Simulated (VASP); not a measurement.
The cell holds one NiSi₂ (fluorite) (111) slab, with vacuum along c, ions free to move until forces fall under 0.03 eV/Å, no reconstruction beyond this cell, dipole correction on.

Here is the system:

```
NiSi2
1.0
    3.80734     0.00000     0.00000
   -1.90367     3.29726     0.00000
    0.00000     0.00000    24.25506
Si Ni
6 3
Cartesian
  1.90367   1.09908   8.35891
  0.00000   2.19817  11.35068
  0.00000   0.00000   9.76325
  0.00000   0.00000  14.49181
  1.90367   1.09908  12.90438
  0.00000   2.19817  15.89615
  0.00000   2.19817   9.06694
  0.00000   0.00000  12.12753
  1.90367   1.09908  15.18812
```

Method: r2SCAN meta-GGA, VASP's PBE PAW potentials (set 64) (plane waves; VASP). Numerical set-up: 400 eV cut-off, 8×8×1 Γ-centred mesh, first-order Methfessel-Paxton smearing of 0.10 eV, potentials Si Ni.

Slab and bulk use different k-meshes, so the surface energy is good to a few per cent at best.

Predict its surface energy, work function, band gap (on the k-mesh).

| Item | Value |
|---|---|
| surface energy | 1.12 J/m^2 |
| work function | 4.63 eV |
| band gap (on the k-mesh) | none (metal, semimetal or under 0.01 eV) |

The cell is a thin slab with vacuum, built from NiSi2 (fluorite): (111) face. The run is not spin-polarised, so no magnetic state was tried.
